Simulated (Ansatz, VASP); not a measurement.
Two plane-wave programs on Si

Contents of INCAR:

```
PREC = Accurate
ENCUT = 520
EDIFF = 1E-7
ISMEAR = 0
SIGMA = 0.05
LREAL = F
LASPH = T
NELM = 60
ALGO = Normal
ISIF = 2
LWAVE = F
LCHARG = T
GGA = CA
LELF = T
LVHAR = T
NBANDS = 11
```

KPOINTS

```
regular mesh
0
Gamma
  12 12 12
```

POSCAR

```
Si
1.0
    0.0000000000      2.7154700000      2.7833567500
    2.7154700000      0.0000000000      2.7833567500
    2.7154700000      2.7154700000      0.0000000000
Si
2
Direct
    0.5000000000      0.5000000000      0.5000000000
    0.7500000000      0.7500000000      0.7500000000
```

Input for Ansatz:

```yaml
crystal:
  lattice:
    - [0.0, 2.71547, 2.78335675]
    - [2.71547, 0.0, 2.78335675]
    - [2.71547, 2.71547, 0.0]
  atoms:
    - { symbol: Si, position: [0.5, 0.5, 0.5] }
    - { symbol: Si, position: [0.75, 0.75, 0.75] }
basis:
  ecutwfc: 420
kpoints:
  mp_grid: { grid: [12, 12, 12] }
hamiltonian:
  xc: lda
scf:
  occupations: { method: gaussian, width: 0.05 }
output:
  forces: true
  stress: true
  eigenvalues: true
```

Change from the starting cell: strain +0.0250 x Voigt [0, 0, 1, 0, 0, 0], atoms carried along.

Alike in both runs: task single point; functional LDA; k mesh 12 × 12 × 12; occupations gaussian, width 0.05 eV; no spin polarisation.

|  | VASP | Ansatz |
| --- | --- | --- |
| version | VASP 6.6.1 | Ansatz 0.2.0 |
| potentials or method | VASP PAW LDA potentials, release 64 (Si) | scalar-relativistic, plane waves, PAW |
| plane-wave cutoff (eV) | 520 | 420 |
| valence electrons in the cell | 8 | 8 |

|  | VASP | Ansatz | Ansatz less VASP |
| --- | --- | --- | --- |
| gap on the k mesh at the Fermi level (eV) | 0.38 | 0.38 | +0.001 |
| least direct gap on the mesh (eV) | 2.38 | 2.37 | -0.010 |
| pressure (GPa) | -3.6 | -3.6 | -0.03 |
| largest component of the traceless stress (GPa) | 1.65 | 1.65 | -0.001 |
